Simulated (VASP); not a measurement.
Consider the following.

```
LaSi
1.0
    3.66268     0.00000     0.00000
    0.00000     3.66268     0.00000
    0.00000     0.00000     3.66268
La Si
1 1
Cartesian
  0.00000   0.00000   0.00000
  1.83134   1.83134   1.83134
```

Calculation: PBEsol GGA, VASP's PBE PAW potentials (set 64) (plane waves; VASP). Settings: 400 eV cut-off, Gaussian smearing of 0.050 eV, potentials La Si.

Problem. Give the energies of bands 5 to 10 at the high-symmetry points, in eV from the Fermi level.

Solution. 
| band | Γ | X | M | R |
|---|---|---|---|---|
| 5 | -8.62 | -6.42 | -7.29 | -5.50 |
| 6 | -1.21 | -3.99 | -1.31 | -3.75 |
| 7 | -1.21 | -0.37 | -1.31 | -3.75 |
| 8 | 0.94 | -0.37 | -0.35 | -3.75 |
| 9 | 0.94 | -0.07 | 1.05 | 2.28 |
| 10 | 0.94 | 1.46 | 1.91 | 2.28 |

It has no gap at this level: it comes out as a metal or semimetal.

The structure was generated: LaSi was put into the CsCl type type (Pm-3m), which need not be its known phase. It was relaxed first, which changed the volume by -30 %. The electron count is odd and the run is not spin-polarised, which forces a metal.
